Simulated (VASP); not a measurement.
Data:

```yaml
crystal:
  lattice:
    - [-2.02693, 2.02693, 1.65859]
    - [2.02693, -2.02693, 1.65859]
    - [2.02693, 2.02693, -1.65859]
  atoms:
    - { symbol: Sn, position: [0.00000, 0.00000, 0.00000] }
```

Calculation: r2SCAN meta-GGA, VASP's PBE PAW potentials (set 64) (plane waves; VASP). Run with 400 eV cut-off, 16×16×16 Γ-centred mesh, tetrahedra with Blöchl corrections, potentials Sn_d.

Give the energies of bands 6 to 10 at the high-symmetry points, in eV from the Fermi level.

| band | Γ | X | M | Z | P | N |
|---|---|---|---|---|---|---|
| 6 | -11.70 | -7.67 | -3.40 | -3.36 | -5.04 | -6.00 |
| 7 | 7.12 | -5.01 | -1.84 | -1.38 | -2.41 | -4.52 |
| 8 | 7.12 | 6.08 | -1.84 | -1.38 | -0.98 | 3.12 |
| 9 | 9.93 | 8.22 | 2.61 | -0.08 | -0.98 | 4.61 |
| 10 | 10.57 | 10.93 | 3.41 | 3.75 | 16.46 | 7.62 |

It has no gap at this level: it comes out as a metal or semimetal.

The structure comes from a computed database's Sn entry (I4/mmm); how it stands against other phases isn't given here. It was relaxed first.
